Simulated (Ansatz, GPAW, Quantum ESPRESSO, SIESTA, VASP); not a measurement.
**One calculation of In3As, 5 ways**

```
CELL_PARAMETERS angstrom
4.67168 0.00000 0.00000
0.00000 4.67168 0.00000
0.00000 0.00000 4.67168
ATOMIC_POSITIONS crystal
In 0.50000 0.50000 0.00000
In 0.50000 0.00000 0.50000
In 0.00000 0.50000 0.50000
As 0.00000 0.00000 0.00000
```

The cell comes from a database or a generator and needn't be the stable form of this composition.

Alike in all runs: task single point; functional PBE; k mesh 6 × 6 × 6; occupations fermi-dirac, width 0.05 eV; no spin polarisation; no spin-orbit coupling. A missing gap at this level doesn't show that the real crystal is a metal. Pressure is positive in compression and, in plane waves, holds the error of the finite cutoff, which Ansatz's Pulay term estimates and takes out.

| program and potentials | plane-wave cutoff (eV) | notes | band gap (eV) | pressure (GPa) |
| --- | --- | --- | --- | --- |
| Ansatz, Ansatz PAW | 420 | 13.5 valence electrons an atom on average; Pulay term of +0.04 GPa included | no gap | 0.60 |
| GPAW, GPAW PAW data sets (gpaw-data 1.2.1) | 600 | 11 valence electrons an atom on average | no gap | 0.31 |
| Quantum ESPRESSO, SSSP 1.3 efficiency PBE | 748 | 11 valence electrons an atom on average | no gap | 0.54 |
| VASP, PBE PAW files As, In_d, 520 eV | 520 | 11 valence electrons an atom on average | no gap | 0.58 |
| SIESTA, files PseudoDojo sr-pbe-0.4.1-standard, DZP (energy shift 0.003 Ry; two zetas on semicore shells) | - | atomic basis; 13.5 valence electrons an atom on average | no gap | 1.51 |

None finds a gap. The pressure spans 0.31 (GPAW, GPAW PAW data sets (gpaw-data 1.2.1)) to 1.51 GPa (SIESTA, files PseudoDojo sr-pbe-0.4.1-standard, DZP (energy shift 0.003 Ry; two zetas on semicore shells)). Rows in atomic bases carry the error of their basis and grid, which can be large.

The functional is the same throughout but for its coding, so the spread measures potentials, basis and numerics; runs on potential files found faulty are left out.
